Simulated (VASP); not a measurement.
Data:

```yaml
crystal:
  lattice:
    - [-2.36640, 2.36640, 1.29114]
    - [2.36640, -2.36640, 1.29114]
    - [2.36640, 2.36640, -1.29114]
  atoms:
    - { symbol: V, position: [0.75000, 0.25000, 0.50000], spin: 2.0 }
    - { symbol: V, position: [0.00000, 0.00000, 0.00000], spin: 2.0 }
```

The numbers are results of PBE GGA, VASP's PBE PAW potentials (set 64) (plane waves; VASP 6.6.1), not measurements. Run with PREC = Single, 400 eV cut-off, 14×14×14 Γ-centred mesh, first-order Methfessel-Paxton smearing of 0.10 eV, potentials V_sv.

Task: Give the stress tensor in GPa (positive for a compressed cell).

Result: 
```
-6.62   0.00   0.00
 0.00  -6.62   0.00
 0.00   0.00  -4.75
```
The pressure is its mean diagonal, -6.00 GPa.

The structure was generated: V was put into the beta-Sn type (I4_1/amd), which need not be its known phase. The cell was not relaxed at this level. The run is one of a series of settings (PREC = Single against the base run), some of them coarse on purpose.
